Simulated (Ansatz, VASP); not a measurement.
# One calculation of Ge7Au, two programs

```
Ge Au
1.0
     0.00000    4.26667    4.26667
     4.26667    0.00000    4.26667
     4.26667    4.26667    0.00000
Ge Au
7 1
Direct
  0.50000 0.50000 0.50000
  0.50000 0.00000 0.00000
  0.50000 0.00000 0.50000
  0.00000 0.50000 0.50000
  0.00000 0.50000 0.00000
  0.50000 0.50000 0.00000
  0.00000 0.00000 0.50000
  0.00000 0.00000 0.00000
```

Change from the starting cell: species swapped into the CuPt7 type (Fm-3m, No. 225).

Alike in both runs: task relaxation of cell and atoms; functional PBE; k mesh 8 × 8 × 8; occupations gaussian, width 0.1 eV; no spin polarisation.

|  | VASP | Ansatz |
| --- | --- | --- |
| version | VASP 6.6.1 | Ansatz 0.2.0 |
| potentials or method | VASP PAW PBE potentials, release 64 (Ge_d, Au) | scalar-relativistic, plane waves, PAW |
| plane-wave cutoff (eV) | 600 | 420 |
| valence electrons in the cell | 109 | 117 |

|  | VASP | Ansatz | Ansatz less VASP |
| --- | --- | --- | --- |
| gap on the k mesh at the Fermi level, each at its own relaxed structure (eV) | none | none | - |
| relaxed volume (Å³/atom) | 19.35 | 19.35 | +0.002 |
| relaxed cell length with the largest relative difference (Å) | 6.027 | 6.027 | +0.0002 |

A gap of «none» marks a metal or a gap that the smearing closes. The two sets of potentials don't hold the same shells in valence.

The runs have no spin-orbit coupling, so splittings on Au are missing.
